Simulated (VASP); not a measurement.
Here is the system:

```xyz
1
Lattice="-1.8133 1.8133 1.8133 1.8133 -1.8133 1.8133 1.8133 1.8133 -1.8133" Properties=species:S:1:pos:R:3 pbc="T T T"
Sc     0.0000     0.0000     0.0000
```

These are PBEsol GGA, VASP's PBE PAW potentials (set 64) (plane waves; VASP) values and carry that method's errors. Numerical set-up: 400 eV cut-off, 16×16×16 Γ-centred mesh, tetrahedra with Blöchl corrections, potentials Sc_sv.

Question: The job: Sc (relaxed from the bcc structure, space group Im-3m), 1 atom, PBEsol, static run, 400 eV, 16×16×16 Γ-centred mesh. Roughly how much core time does it take on a busy server core?

Answer: About 20 core-seconds (one run on a shared machine, a rough figure). It had 145 irreducible k-points, 9 bands, up to 456 plane waves and 12 electronic steps.

The structure was generated: Sc was put into the bcc type (Im-3m), which need not be its known phase. It was relaxed first.
